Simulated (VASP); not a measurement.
Here is the system:

```xyz
8
Lattice="3.2044 1.8500 6.0837 -3.2044 1.8500 6.0837 0.0000 -3.7001 6.0837" Properties=species:S:1:pos:R:3 pbc="T T T"
Sc     0.0000     0.0000     6.0834
Sc     0.0000     0.0000    12.1676
Cl     0.9008     1.8505     7.4989
Cl    -0.9008    -1.8505    10.7522
Cl    -2.0530    -0.1451     7.4989
Cl     2.0530     0.1451    10.7522
Cl     1.1522    -1.7054     7.4989
Cl    -1.1522     1.7054    10.7522
```

Computed with PBEsol GGA, VASP's PBE PAW potentials (set 64) (plane waves; VASP). Numerical set-up: 300 eV cut-off, 4×4×4 Γ-centred mesh, Fermi-Dirac smearing of 0.020 eV, potentials Sc_sv Cl.

At this cut-off the stress carries a Pulay error, which pulls relaxed volumes low. Energy and stress use the plane-wave basis of the starting cell.

Question: The ions, cell shape and volume are relaxed. Give the cell that the relaxation ends in.

Answer: 
```xyz
8
Lattice="3.1606 1.8248 5.9779 -3.1606 1.8248 5.9779 0.0000 -3.6496 5.9779" Properties=species:S:1:pos:R:3 pbc="T T T"
Sc     0.0000     0.0000     5.9788
Sc     0.0000     0.0000    11.9550
Cl     0.8912     1.8258     7.3915
Cl    -0.8912    -1.8258    10.5423
Cl    -2.0268    -0.1411     7.3915
Cl     2.0268     0.1411    10.5423
Cl     1.1356    -1.6847     7.3915
Cl    -1.1356     1.6847    10.5423
```
Space group R-3 (148), at a tolerance of 0.03 Å.

Question: How do energy and volume change from the first to the last step?

Answer: The energy (σ→0) changes by -4.3 meV/atom and the volume by -4.4 %, in 10 ionic steps.

The structure comes from a computed database's ScCl3 entry (R-3); how it stands against other phases isn't given here. This run relaxes it. Symmetry was kept, so distortions that lower it aren't found. The run is one of a series of settings (EDIFFG = -0.01, IBRION = 2, ISIF = 3, NSW = 50 against the base run), some of them coarse on purpose.
